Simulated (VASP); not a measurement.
```
CELL_PARAMETERS angstrom
      1.98344     1.14514     6.42804
     -1.98344     1.14514     6.42804
      0.00000    -2.29028     6.42804
ATOMIC_POSITIONS crystal
  Cd 0.00000 0.00000 0.00000
  Br 0.74755 0.74755 0.74755
  Br 0.25245 0.25245 0.25245
```

All values below come from PBEsol GGA, VASP's PBE PAW potentials (set 64) (plane waves; VASP). Settings: 400 eV cut-off, Gaussian smearing of 0.050 eV, potentials Cd Br.

Problem. Give the energies of bands 3 to 16 at the high-symmetry points, in eV from the valence-band maximum.

Solution. 
| band | Γ | T | H2 | L | S0 | F |
|---|---|---|---|---|---|---|
| 3 | -6.94 | -6.94 | -6.75 | -6.87 | -6.74 | -6.87 |
| 4 | -6.94 | -6.94 | -6.72 | -6.82 | -6.73 | -6.83 |
| 5 | -6.81 | -6.78 | -6.63 | -6.66 | -6.62 | -6.64 |
| 6 | -6.62 | -6.62 | -6.61 | -6.52 | -6.61 | -6.52 |
| 7 | -6.62 | -6.62 | -6.58 | -6.49 | -6.58 | -6.49 |
| 8 | -3.45 | -2.93 | -3.58 | -3.54 | -3.57 | -3.75 |
| 9 | -0.44 | -1.39 | -2.51 | -2.81 | -2.39 | -3.05 |
| 10 | -0.44 | -0.53 | -2.21 | -1.64 | -2.35 | -1.52 |
| 11 | -0.25 | -0.53 | -1.84 | -1.37 | -1.87 | -1.34 |
| 12 | -0.09 | 0.00 | -0.52 | -0.70 | -0.53 | -0.08 |
| 13 | -0.09 | 0.00 | -0.44 | -0.29 | -0.45 | -0.04 |
| 14 | 2.80 | 3.99 | 4.34 | 4.02 | 4.37 | 3.43 |
| 15 | 5.24 | 5.22 | 6.90 | 6.35 | 7.06 | 5.59 |
| 16 | 7.97 | 8.17 | 7.54 | 8.07 | 7.46 | 7.61 |

The gap is indirect, 2.80 eV, from the valence maximum at T to the conduction minimum at Γ.

The structure comes from a computed database's CdBr2 entry (R-3m); how it stands against other phases isn't given here. It was relaxed first.
